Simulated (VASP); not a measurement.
All values below come from r2SCAN meta-GGA, VASP's PBE PAW potentials (set 64) (plane waves; VASP).

VASP input:

### INCAR
```
ALGO = Normal
EDIFF = 1E-7
ENCUT = 520
ISIF = 2
ISMEAR = 0
LASPH = .True.
LCHARG = .False.
LMIXTAU = .True.
LREAL = .False.
LWAVE = .False.
METAGGA = R2SCAN
NELM = 100
PREC = Accurate
SIGMA = 0.05
SYSTEM = Si
```

**KPOINTS**
```
kpoints
0
gamma
  8 8 8
```

### POSCAR
```
Si
1
    0.0000000000     2.6643318306     2.6643318306
    2.6643318306     0.0000000000     2.6643318306
    2.6643318306     2.6643318306     0.0000000000
Si
2
Direct
  0.0000000000   0.0000000000   0.0000000000
  0.2500000000   0.2500000000   0.2500000000
```

POTCAR, in this order: Si (PBE.64 set). Program: vasp_std.

Output of the run:

### OSZICAR
```
       N       E                     dE             d eps       ncg     rms          rms(c)
DAV:   1     0.384356242048E+00    0.38436E+00   -0.35641E+03   464   0.818E+02
DAV:   2    -0.184455056203E+02   -0.18830E+02   -0.18164E+02   704   0.866E+01
DAV:   3    -0.186634329480E+02   -0.21793E+00   -0.21793E+00   560   0.120E+01
DAV:   4    -0.186644094918E+02   -0.97654E-03   -0.97654E-03   768   0.922E-01
DAV:   5    -0.186644101126E+02   -0.62078E-06   -0.62051E-06   568   0.192E-02    0.646E+00
DAV:   6    -0.175022959491E+02    0.11621E+01   -0.16054E-01   560   0.323E+00    0.459E+00
DAV:   7    -0.185216486561E+02   -0.10194E+01   -0.73852E-01   496   0.444E+00    0.896E-01
DAV:   8    -0.174575672477E+02    0.10641E+01   -0.28185E-01   496   0.341E+00    0.760E-01
DAV:   9    -0.174781342518E+02   -0.20567E-01   -0.69677E-03   664   0.848E-01    0.179E-01
DAV:  10    -0.174976671485E+02   -0.19533E-01   -0.12831E-02   520   0.111E+00    0.363E-02
DAV:  11    -0.174978413539E+02   -0.17421E-03   -0.19284E-04   696   0.136E-01    0.944E-03
DAV:  12    -0.174979587140E+02   -0.11736E-03   -0.13933E-04   544   0.149E-01    0.146E-02
DAV:  13    -0.174979621314E+02   -0.34174E-05   -0.34996E-05   520   0.814E-02    0.765E-03
DAV:  14    -0.174979571390E+02    0.49925E-05   -0.40924E-06   608   0.229E-02    0.387E-03
DAV:  15    -0.174979567440E+02    0.39495E-06   -0.25660E-07   560   0.699E-03    0.332E-03
DAV:  16    -0.174979573292E+02   -0.58522E-06   -0.18487E-07   552   0.578E-03    0.450E-04
DAV:  17    -0.174979572598E+02    0.69422E-07   -0.43908E-08   368   0.277E-03
   1 F= -.17497957E+02 E0= -.17497957E+02  d E =-.338189E-12
```

**OUTCAR**
```
------------------------ aborting loop because EDIFF is reached ----------------------------------------
  FORCE on cell =-STRESS in cart. coord.  units (eV):
  Direction    XX          YY          ZZ          XY          YZ          ZX
  --------------------------------------------------------------------------------------
  Total        1.6266848      1.6266848      1.6266848      0.0000000      0.0000000     -0.0000000
  in kB       68.8999748     68.8999748     68.8999748      0.0000000      0.0000000     -0.0000000
  external PRESSURE =      68.8999748 kB  Pullay stress =       0.0000000 kB
  volume of cell :       37.83
      direct lattice vectors                 reciprocal lattice vectors
     0.000000000  2.664331831  2.664331831    -0.187664312  0.187664312  0.187664312
     2.664331831  0.000000000  2.664331831     0.187664312 -0.187664312  0.187664312
     2.664331831  2.664331831  0.000000000     0.187664312  0.187664312 -0.187664312
 POSITION                                       TOTAL-FORCE (eV/Angst)
 -----------------------------------------------------------------------------------
      0.00000      0.00000      0.00000         0.000000      0.000000      0.000000
      1.33217      1.33217      1.33217        -0.000000     -0.000000     -0.000000
 -----------------------------------------------------------------------------------
    total drift:                                0.000000      0.000000     -0.000000
  FREE ENERGIE OF THE ION-ELECTRON SYSTEM (eV)
  ---------------------------------------------------
  free  energy   TOTEN  =       -17.4979572598 eV

  energy  without entropy=      -17.4979572598  energy(sigma->0) =      -17.49795726
```
(Selected blocks of OUTCAR.)

The compound is Si in the diamond structure. This cell is one point of a volume scan, at 0.94 of the reference volume.
